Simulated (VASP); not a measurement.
## A VASP study of Si3Os (TPSS): structure first, properties next

What structure does Si3Os take at this level, and what are its properties? The steps: rough relaxation of the start cell, relaxing cell and atoms (TPSS), single point with fields (TPSS), band structure (TPSS), density of states (TPSS) and bands along the symmetry lines (HSE06). The cell is invented: other elements were put on sites of a known structure type. It may not be a known or stable phase. Left out of this account: 1 further run (bands with TPSS: it shows nothing beyond the runs told).

Program: VASP 6.6.1. Level of theory: TPSS; plane waves and PAW (Si, Os), in the first sound run; inputs show where later runs differ. Results are calculated unless marked as measured.

This is a report of a sequence of runs, with most program output left out.

## Step 1: The starting structure

Before any relaxation, the start is as follows. It takes space group I4/mmm (No. 139, tetragonal). The conventional cell has a = 3.875 Å, b = 3.875 Å, c = 8.805 Å, α = 90.00°, β = 90.00°, γ = 90.00°. Nearest to Si lie 4 Os at 2.74 Å. Nearest to Si lie 8 Si at 2.74 to 2.93 Å and 4 Os at 2.93 Å. Os has 12 Si at 2.74 to 2.93 Å nearest. Farther neighbours are not listed.

## Step 2: Rough relaxation of the start cell

The start is only an estimate, so a cheap relaxation brings it near a minimum before any careful run. TPSS is an older meta-GGA.

File INCAR:

```
SYSTEM = Si3Os
PREC = Normal
ENCUT = 400
EDIFF = 1E-05
NELM = 60
ISMEAR = 0
SIGMA = 0.05
LREAL = .FALSE.
ALGO = Normal
METAGGA = TPSS
LASPH = .TRUE.
NBANDS = 16
LORBIT = 11
LWAVE = .FALSE.
LCHARG = .FALSE.
KPAR = 2
IBRION = 2
NSW = 40
ISIF = 3
EDIFFG = -0.04
```

File POSCAR:

```
Si3Os
1.0
   -1.9376670400      1.9376670400      4.4023591500
    1.9376670400     -1.9376670400      4.4023591500
    1.9376670400      1.9376670400     -4.4023591500
Si Os
3 1
Direct
    0.5000000000      0.5000000000      0.0000000000
    0.7500000000      0.2500000000      0.5000000000
    0.2500000000      0.7500000000      0.5000000000
    0.0000000000      0.0000000000      0.0000000000
```

File KPOINTS:

```
Automatic mesh
0
Gamma
6 6 6
0 0 0
```

Potentials, in the order of the species: Si and Os (PBE family, release 64).

The run is started by

```
$ mpirun -np 2 vasp_std
```

Run time: 2.2 min. Hardware: 2 MPI ranks of Intel Xeon 6975P-C (Granite Rapids), shared host; peak memory 0.34 GiB.

The k-mesh is coarse for a metal. This relaxation is a rough one on cheap settings, only to bring the start near its minimum. The PAW data sets were made with PBE, which is usual practice but a small mismatch for other functionals. After so large a change of volume the plane waves of the start cell no longer fit, so the final stress carries a basis-set error. The run keeps the 16 symmetry operations of its start, so it cannot find a distortion of lower symmetry.

Step by step:

```csv
step,energy less that of the first step (eV),largest force (eV/Å),pressure (GPa),volume (Å³)
1,0.0000,0.0000,-22.25,66.12
2,-0.9870,0.0000,30.22,46.44
3,-1.3624,0.0000,2.48,51.87
4,-1.7198,0.0000,9.14,50.07
5,-1.7201,0.0000,9.72,49.97
6,-1.7601,0.0000,-8.06,54.93
7,-1.8107,0.0000,-1.31,52.73
8,-1.8108,0.0000,-1.11,52.67
9,-1.8230,0.0000,-0.56,52.63
10,-1.8274,0.0000,-0.23,52.59
```

```csv
cell as run,before,after,change
a (Å),5.186,4.461,-14.0 %
b (Å),5.186,4.461,-14.0 %
c (Å),5.186,4.461,-14.0 %
α (°),136.12,128.72,-5.4 %
β (°),136.12,128.72,-5.4 %
γ (°),63.80,75.46,+18.3 %
volume (Å³/atom),16.53,13.15,-20.5 %
```

The relaxed structure:

```cif
data_structure
_symmetry_space_group_name_H-M 'P 1'
_symmetry_Int_Tables_number 1
_cell_length_a 4.4611
_cell_length_b 4.4611
_cell_length_c 4.4611
_cell_angle_alpha 128.720
_cell_angle_beta 128.720
_cell_angle_gamma 75.461
_cell_volume 52.59
loop_
_atom_site_label
_atom_site_type_symbol
_atom_site_fract_x
_atom_site_fract_y
_atom_site_fract_z
_atom_site_occupancy
Si1 Si 0.50000 0.50000 0.00000 1
Si2 Si 0.75000 0.25000 0.50000 1
Si3 Si 0.25000 0.75000 0.50000 1
Os4 Os 0.00000 0.00000 0.00000 1
```

This step gave:

| Property | Result |
| --- | --- |
| electrons | 20 |
| bands | 16 |
| irreducible k-points | 30 |
| symmetry operations | 16 |
| free energy (TOTEN) | -40.85 eV |
| energy at zero smearing | -40.85 eV |
| Fermi energy | 11.12 eV |
| pressure | -0.2311 GPa |
| metallic | yes |
| SCF cycles over all ionic steps | 71 |

It ends with forces that vanish by symmetry and a pressure of -0.23 GPa.

## Step 3: Relaxing cell and atoms (TPSS)

Properties are meant for the cell that this level of theory prefers, so cell and atoms are relaxed first (ISIF = 3) until forces and stress are small; EDIFFG sets the threshold.

File INCAR:

```
SYSTEM = Si3Os
PREC = Accurate
ENCUT = 400
EDIFF = 1E-06
NELM = 100
ISMEAR = 0
SIGMA = 0.05
LREAL = .FALSE.
ALGO = Normal
METAGGA = TPSS
LASPH = .TRUE.
NBANDS = 16
LORBIT = 11
LWAVE = .FALSE.
LCHARG = .FALSE.
KPAR = 2
IBRION = 2
NSW = 60
ISIF = 3
EDIFFG = -0.01
```

File POSCAR:

```
Si3Os
1.0
   -1.9303724709      1.9303724709      3.5282618812
    1.9303724709     -1.9303724709      3.5282618812
    1.9303724709      1.9303724709     -3.5282618812
Si Os
3 1
Direct
    0.5000000000      0.5000000000      0.0000000000
    0.7500000000      0.2500000000      0.5000000000
    0.2500000000      0.7500000000      0.5000000000
    0.0000000000      0.0000000000      0.0000000000
```

File KPOINTS:

```
Automatic mesh
0
Gamma
8 8 8
0 0 0
```

The run is started by

```
$ mpirun -np 2 vasp_std
```

Wall time 2 min (2 MPI ranks); peak memory 0.37 GiB; 4 min of CPU time.

Step by step:

```csv
step,energy less that of the first step (eV),largest force (eV/Å),pressure (GPa),volume (Å³)
1,0.0000,0.0000,-0.10,52.59
2,-0.0007,0.0000,0.24,52.53
3,-0.0010,0.0000,0.50,52.48
4,-0.0013,0.0000,0.06,52.61
```

```csv
"conventional cell, symmetrised",before,after,change
a (Å),3.861,3.874,+0.4 %
b (Å),3.861,3.874,+0.4 %
c (Å),7.057,7.010,-0.7 %
volume (Å³/atom),13.15,13.15,+0.0 %
```

Final coordinates:

```cif
data_structure
_symmetry_space_group_name_H-M 'P 1'
_symmetry_Int_Tables_number 1
_cell_length_a 4.4485
_cell_length_b 4.4485
_cell_length_c 4.4485
_cell_angle_alpha 128.369
_cell_angle_beta 128.369
_cell_angle_gamma 76.027
_cell_volume 52.61
loop_
_atom_site_label
_atom_site_type_symbol
_atom_site_fract_x
_atom_site_fract_y
_atom_site_fract_z
_atom_site_occupancy
Si1 Si 0.50000 0.50000 0.00000 1
Si2 Si 0.75000 0.25000 0.50000 1
Si3 Si 0.25000 0.75000 0.50000 1
Os4 Os 0.00000 0.00000 0.00000 1
```

This step gave:

```
irreducible k-points            : 59
free energy (TOTEN)             : -40.81 eV
energy at zero smearing         : -40.81 eV
Fermi energy                    : 11.10 eV
pressure                        : 0.06226 GPa
SCF cycles over all ionic steps : 32
```

It ends with forces that vanish by symmetry and a pressure of 0.06 GPa.

## Step 4: Single point with fields (TPSS)

The relaxed cell gets a fresh self-consistent run, on a basis set for its own volume, to fix the density and to check the remaining stress.

Changes to INCAR since step 3:

```diff
@@ -14,7 +14,5 @@
 LWAVE = .FALSE.
-LCHARG = .FALSE.
-KPAR = 2
-IBRION = 2
-NSW = 60
-ISIF = 3
-EDIFFG = -0.01
+LCHARG = .TRUE.
+ISIF = 2
+LELF = .TRUE.
+LVHAR = .TRUE.
```

File POSCAR:

```
Si3Os
1.0
   -1.9372027446      1.9372027446      3.5048178866
    1.9372027446     -1.9372027446      3.5048178866
    1.9372027446      1.9372027446     -3.5048178866
Si Os
3 1
Direct
    0.5000000000      0.5000000000      0.0000000000
    0.7500000000      0.2500000000      0.5000000000
    0.2500000000      0.7500000000      0.5000000000
    0.0000000000      0.0000000000      0.0000000000
```

KPOINTS is that of step 3.

The run is started by

```
$ mpirun -np 2 vasp_std
```

Wall time 56 s (2 MPI ranks); peak memory 0.29 GiB; 1.8 min of CPU time.

This step gave:

```yaml
scf_cycles: 17
pressure: 0.05762 GPa
```

Valence electrons inside each PAW sphere by angular momentum. Sphere charges, by row:

```csv
atom,s (e),p (e),d (e),tot (e)
Si1,0.786,0.787,0,1.573
Si2,0.785,0.797,0,1.582
Si3,0.785,0.797,0,1.582
Os4,0.628,0.633,6.211,7.473
```

ELF in the ab plane of the cell as run, not the conventional one, at fractional z = 0.000, with atoms of Si and Os within 0.2 Å of it. It is the smooth field of the valence electrons, not physical close to the nuclei.

Ten even steps from '0' (0.00) to '9' (0.65), each cell a mean:
```
00135665555420
01345665544542
33456776543454
44578999753345
66689988975445
66689844797555
66689721489655
65569842489766
65447987899766
55434799998655
45433468887543
24544456665431
01455556664310
00245666664300
```
Columns run along a (4.4 Å), rows up along b (4.4 Å). Atoms in or near the plane, at fractional coordinates: Si at (0.50, 0.50), Os at (0.00, 0.00).

Electrostatic potential energy in the ab plane of the cell as run, not the conventional one, at fractional z = 0.000, with atoms of Si and Os within 0.2 Å of it. With pseudopotentials it is smooth inside the atoms' cores, unlike the true potential.

Ten even steps from '_' (-73 eV) to '@' (1 eV), each cell a mean:
```
====**%%@@@@@@@@@@@@@@%%**==
++++**%%@@@@@@@@@@@@@@@@##**
####%%@@@@@@@@@@@@@@@@@@@@%%
@@@@@@@@@@%%%%%%@@@@@@@@@@@@
@@@@@@@@%%**==++##@@@@@@@@@@
@@@@@@@@##--____--##@@@@@@@@
@@@@@@@@##::______++%%@@@@@@
@@@@@@@@%%==______==%%@@@@@@
@@@@@@@@@@%%==::--**%%@@@@@@
@@@@@@@@@@@@%%####%%@@@@@@@@
%%@@@@@@@@@@@@@@@@@@@@@@%%%%
**##%%@@@@@@@@@@@@@@@@%%****
==++##@@@@@@@@@@@@@@@@##++==
====**%%@@@@@@@@@@@@@@##++==
```
Columns run along a (4.4 Å; values clipped at the 3rd and 97th percentile), rows up along b (4.4 Å). Atoms in or near the plane, at fractional coordinates: Si at (0.50, 0.50), Os at (0.00, 0.00).

Valence density in the ab plane of the cell as run, not the conventional one, at fractional z = 0.000, with atoms of Si and Os within 0.2 Å of it. It is the smooth field of the valence electrons, not physical close to the nuclei.

Values in e/Å³, 14 rows by 14 columns, each cell a mean:
```
 1.7  1.5  1.0  0.6  0.4  0.3  0.3  0.3  0.3  0.3  0.3  0.6  1.1  1.5
 1.2  1.2  0.9  0.5  0.4  0.3  0.3  0.3  0.2  0.2  0.3  0.4  0.8  1.1
 0.7  0.7  0.6  0.4  0.3  0.3  0.3  0.3  0.2  0.2  0.2  0.3  0.4  0.6
 0.4  0.4  0.4  0.4  0.4  0.4  0.4  0.3  0.3  0.2  0.2  0.2  0.3  0.3
 0.3  0.3  0.3  0.3  0.4  0.4  0.4  0.4  0.4  0.3  0.2  0.2  0.2  0.3
 0.3  0.3  0.3  0.3  0.4  0.4  0.2  0.2  0.3  0.4  0.3  0.2  0.2  0.3
 0.3  0.3  0.3  0.3  0.4  0.3  0.0 -0.1  0.2  0.4  0.3  0.3  0.3  0.3
 0.3  0.3  0.2  0.3  0.3  0.4  0.2  0.0  0.2  0.4  0.4  0.3  0.3  0.3
 0.3  0.3  0.2  0.2  0.3  0.4  0.4  0.3  0.4  0.4  0.4  0.3  0.3  0.3
 0.3  0.3  0.2  0.2  0.2  0.3  0.3  0.4  0.4  0.4  0.4  0.3  0.4  0.4
 0.5  0.4  0.3  0.2  0.2  0.2  0.3  0.3  0.3  0.3  0.4  0.4  0.5  0.6
 1.0  0.8  0.5  0.3  0.2  0.2  0.2  0.3  0.3  0.3  0.4  0.6  0.9  1.0
 1.5  1.3  0.8  0.4  0.3  0.3  0.3  0.3  0.3  0.3  0.4  0.7  1.2  1.5
 1.9  1.5  1.0  0.5  0.3  0.3  0.3  0.3  0.3  0.3  0.4  0.7  1.2  1.7
```
Columns run along a (4.4 Å), rows up along b (4.4 Å). Atoms in or near the plane, at fractional coordinates: Si at (0.50, 0.50), Os at (0.00, 0.00).

In this run the pressure is 0.06 GPa, small enough to go on.

## Step 5: Band structure (TPSS)

Levels along the symmetry lines show where the bands peak and cross; KPOINTS_OPT computes them in the converged potential.

File INCAR:

```
SYSTEM = Si3Os
PREC = Accurate
ENCUT = 400
EDIFF = 1E-06
NELM = 100
ISMEAR = 0
SIGMA = 0.05
LREAL = .FALSE.
ALGO = Normal
METAGGA = TPSS
LASPH = .TRUE.
NBANDS = 24
LORBIT = 11
LWAVE = .FALSE.
LCHARG = .FALSE.
KPAR = 2
```

POSCAR is that of step 4.

KPOINTS is that of step 4.

File KPOINTS_OPT:

```
Line mode
16
Line-mode
Reciprocal
  0.00000000   0.00000000   0.00000000 GAMMA
  0.00000000   0.00000000   0.50000000 X

  0.00000000   0.00000000   0.50000000 X
 -0.15275282   0.15275282   0.50000000 Y

 -0.15275282   0.15275282   0.50000000 Y
 -0.32637641   0.32637641   0.32637641 S

 -0.32637641   0.32637641   0.32637641 S
  0.00000000   0.00000000   0.00000000 GAMMA

  0.00000000   0.00000000   0.00000000 GAMMA
  0.50000000   0.50000000  -0.50000000 Z

  0.50000000   0.50000000  -0.50000000 Z
  0.32637641   0.67362359  -0.32637641 S1

  0.32637641   0.67362359  -0.32637641 S1
  0.00000000   0.50000000   0.00000000 N

  0.00000000   0.50000000   0.00000000 N
  0.25000000   0.25000000   0.25000000 P

  0.25000000   0.25000000   0.25000000 P
  0.50000000   0.50000000  -0.15275282 Y1

  0.50000000   0.50000000  -0.15275282 Y1
  0.50000000   0.50000000  -0.50000000 Z

  0.00000000   0.00000000   0.50000000 X
  0.25000000   0.25000000   0.25000000 P
```

The run is started by

```
$ mpirun -np 2 vasp_std
```

Run time: 2.5 min. Hardware: 2 MPI ranks; peak memory 0.39 GiB.

Spin-orbit coupling is off here; with elements this heavy it splits and shifts levels by tenths of an eV or more.

This step gave:

```yaml
scf_cycles: 16
bands: 24
pressure: 0.06695 GPa
```

Electronic bands along the path, in eV, zero at the Fermi level; # counts the bands kept:

```csv
point,#6,#7,#8,#9,#10,#11,#12,#13
Γ,-2.88,-2.85,-1.75,-1.75,0.46,0.93,2.55,2.55
0.53 of the way,-2.76,-1.78,-1.13,-0.84,-0.20,0.65,3.48,3.66
X,-4.15,-1.96,-1.78,0.56,1.70,2.32,2.46,4.25
0.53 of the way,-4.08,-1.87,-1.64,0.68,1.01,2.64,3.18,4.07
Y,-3.92,-2.13,-1.19,0.42,1.13,2.93,3.74,4.18
0.47 of the way,-3.43,-2.33,-1.17,0.01,0.75,2.82,3.48,4.13
S,-3.07,-2.15,-1.20,-0.51,0.26,1.84,4.17,4.63
0.47 of the way,-3.02,-2.58,-1.54,-0.27,1.07,1.23,1.96,2.30
Γ,-2.88,-2.85,-1.75,-1.75,0.46,0.93,2.55,2.55
0.47 of the way,-2.49,-2.04,-2.04,-0.95,-0.68,1.99,1.99,2.13
Z,-2.91,-2.91,-2.39,0.42,2.14,3.56,4.45,4.45
0.47 of the way,-2.99,-2.77,-2.10,0.41,2.29,2.43,3.09,4.47
S1,-3.07,-2.15,-1.20,-0.51,0.26,1.84,4.17,4.63
0.47 of the way,-3.54,-2.32,-1.22,-1.03,0.41,2.08,3.30,4.49
N,-3.34,-2.03,-1.62,-1.30,0.49,2.73,3.08,3.47
0.53 of the way,-3.12,-1.97,-1.46,-0.27,0.13,2.18,3.17,4.15
P,-2.92,-2.26,-1.77,-0.64,0.96,1.60,1.60,6.81
0.53 of the way,-3.96,-1.83,-1.67,0.44,0.67,2.03,2.50,5.22
Y1,-3.92,-2.13,-1.19,0.42,1.13,2.93,3.74,4.18
0.53 of the way,-3.22,-3.03,-1.52,1.08,1.20,2.04,3.19,4.53
Z,-2.91,-2.91,-2.39,0.42,2.14,3.56,4.45,4.45
jump to X,-4.15,-1.96,-1.78,0.56,1.70,2.32,2.46,4.25
0.53 of the way,-4.15,-2.01,-1.78,0.20,1.26,1.62,1.90,5.62
P,-2.92,-2.26,-1.77,-0.64,0.96,1.60,1.60,6.81
```

Of the projections kept (Si, Os), the largest for each band there; the rest of the weight can lie on other orbitals:

```csv
point,#6,#7,#8,#9,#10,#11,#12,#13
Γ,Si 1.00,Os 1.00,Si 0.75,Si 0.75,Os 0.65,Si 0.63,Os 0.78,Os 0.78
X,Os 0.82,Os 1.00,Os 0.97,Os 0.87,Os 0.85,Si 0.58,Si 0.89,Os 0.57
Y,Os 0.84,Os 0.92,Os 0.96,Os 0.74,Os 0.73,Si 0.91,Si 0.58,Os 0.59
S,Os 0.85,Os 0.87,Os 0.77,Si 0.53,Si 0.90,Si 0.57,Os 0.58,Os 0.58
Γ,Si 1.00,Os 1.00,Si 0.75,Si 0.75,Os 0.65,Si 0.63,Os 0.78,Os 0.78
Z,Os 0.97,Os 0.97,Os 1.00,Os 0.80,Os 0.63,Si 1.00,Si 1.00,Si 1.00
```

There is no gap at this level.

## Step 6: Density of states (TPSS)

A density of states needs more k-points than a total energy; ISMEAR = -5 takes tetrahedra, and LORBIT projects the states on the PAW spheres. The mesh is finer than in the run before.

Changes to INCAR since step 5:

```diff
@@ -5,3 +5,3 @@
 NELM = 100
-ISMEAR = 0
+ISMEAR = -5
 SIGMA = 0.05
@@ -16 +16,2 @@
 KPAR = 2
+NEDOS = 2001
```

POSCAR is that of step 5.

File KPOINTS:

```
Automatic mesh
0
Gamma
12 12 12
0 0 0
```

The run is started by

```
$ mpirun -np 2 vasp_std
```

Run time: 3.1 min. Hardware: 2 MPI ranks; peak memory 0.48 GiB.

With tetrahedra the forces and stress of a metal are not exact derivatives of the energy.

This step gave:

- irreducible k-points: 163
- free energy (TOTEN): -40.82 eV
- Fermi energy: 11.12 eV
- pressure: 0.1231 GPa
- DOS at the Fermi level: 2.222 states/eV/cell

The density of states has structure finer than the step of the table below, so its rows give means over 1 eV, whole bins alone (the curve runs from -12.0 to 5.30 eV). Peaks (eV: height): total -3.4: 3.93, -2.0: 4.29, -1.3: 4.28, 3.7: 3.21; Os d -3.4: 2.10, -2.0: 2.88, -1.8: 1.24, -1.3: 2.03; Si p -5.6: 0.573, 3.7: 0.640, 4.2: 0.678, 4.7: 0.727; Si s -11.7: 0.293, -10.6: 0.332, -9.2: 0.439, -0.4: 0.380; Os s -3.4: 0.118, -2.0: 0.235, 3.9: 0.106, 4.7: 0.135.

States under -12.0 eV and over 5.3 eV are left out. The density of states by energy, zero at the Fermi level; means over each step; values in states/eV/cell:

```csv
energy (eV),total,Os d,Si p,Si s,Os s
-11,0.834,0.0424,0.0611,0.257,0.0306
-10,0.872,0.0727,0.0765,0.249,0.0263
-9,1.16,0.131,0.109,0.309,0.0334
-8,0.967,0.152,0.117,0.205,0.0302
-7,1.23,0.204,0.236,0.110,0.0688
-6,1.84,0.453,0.389,0.0642,0.0525
-5,1.74,0.555,0.284,0.0998,0.0401
-4,2.12,0.957,0.256,0.0831,0.0645
-3,2.02,0.995,0.228,0.0579,0.0481
-2,2.30,1.34,0.172,0.0820,0.0687
-1,2.20,0.888,0.248,0.165,0.0247
0,2.30,0.766,0.275,0.284,0.0541
1,1.44,0.404,0.207,0.189,0.0256
2,1.75,0.554,0.301,0.161,0.0101
3,1.67,0.400,0.350,0.134,0.0325
4,2.54,0.515,0.546,0.156,0.0863
```

The finer mesh and the other smearing move the Fermi level by +0.03 eV from the 8×8×8 run, a small shift, which tests the Fermi level alone. Of the states within 0.3 eV of the Fermi level, the largest shares in the PAW spheres are Os d 33 %, Si s 13 % and Si p 12 %. The rest lies in smaller channels or between the spheres.

## Step 7: Starting orbitals for the hybrid

This step: PBE; plane waves and PAW (Si, Os); invented cell (VASP 6.6.1).

A hybrid converges badly from random orbitals, so a cheap semilocal run writes a WAVECAR on the same mesh first.

File INCAR:

```
SYSTEM = Si3Os
PREC = Accurate
ENCUT = 400
EDIFF = 1E-05
NELM = 100
ISMEAR = 0
SIGMA = 0.05
LREAL = .FALSE.
ALGO = Normal
GGA = PE
NBANDS = 16
LORBIT = 11
LWAVE = .TRUE.
LCHARG = .FALSE.
KPAR = 2
```

POSCAR is that of step 6.

File KPOINTS:

```
Automatic mesh
0
Gamma
5 5 5
0 0 0
```

The run is started by

```
$ mpirun -np 2 vasp_std
```

Wall time 4 s (2 MPI ranks); peak memory 0.3 GiB; 6.8 s of CPU time.

(Continued in part 2 of 2.)

[Lines on the potential files, build, host, timing and source positions are cut from VASP's logs without a mark.]

[Logs are printed without paths, hosts, clocks, repeated set-up lines and the standing remarks that a program may print on its own settings, such as how far it seeks lower states.]

[Hosts, paths, dates, database ids (printed as entryN), source tags and the programs' standing remarks are cut or masked in the printed files.]

[A measured line is paired with the nearest computed mode of its activity, which favours agreement.]
